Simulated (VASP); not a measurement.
Input:

```yaml
crystal:
  lattice:
    - [0.00000, 2.65895, 2.65895]
    - [2.65895, 0.00000, 2.65895]
    - [2.65895, 2.65895, 0.00000]
  atoms:
    - { symbol: K, position: [0.00000, 0.00000, 0.00000] }
    - { symbol: F, position: [0.50000, 0.50000, 0.50000] }
```

Method: r2SCAN meta-GGA, VASP's PBE PAW potentials (set 64) (plane waves; VASP 6.6.1). Run with 600 eV cut-off, 8×8×8 Γ-centred mesh, Gaussian smearing of 0.050 eV, potentials K_sv F.

Stress in GPa, positive for a compressed cell; the cube axes lie along x, y and z, and the ions stay on their sites.

```
strain          σxx    σyy    σzz
------------  -----  -----  -----
none          -0.04  -0.04  -0.04
εxx = -1.0 %   0.81   0.11   0.11
εxx = -1.5 %   1.28   0.18   0.18
```

Q: Fit C11 and C12 to these rows, and predict the stress for εzz = -4.0 %.

A: Least squares on Δσ_i = −C11 ε_i − C12 (ε_j + ε_k) over all components shown gives C11 = 87 GPa and C12 = 15 GPa, and so σxx, σyy, σzz = 0.55, 0.55, 3.44 GPa. The run gave 0.58, 0.58, 4.15 GPa; the difference holds the non-linear terms and numerical noise.

Left out are shears, moved atoms, failed runs and, from the fit, strains over 2.5 %.

The compound is KF in the rock salt structure.
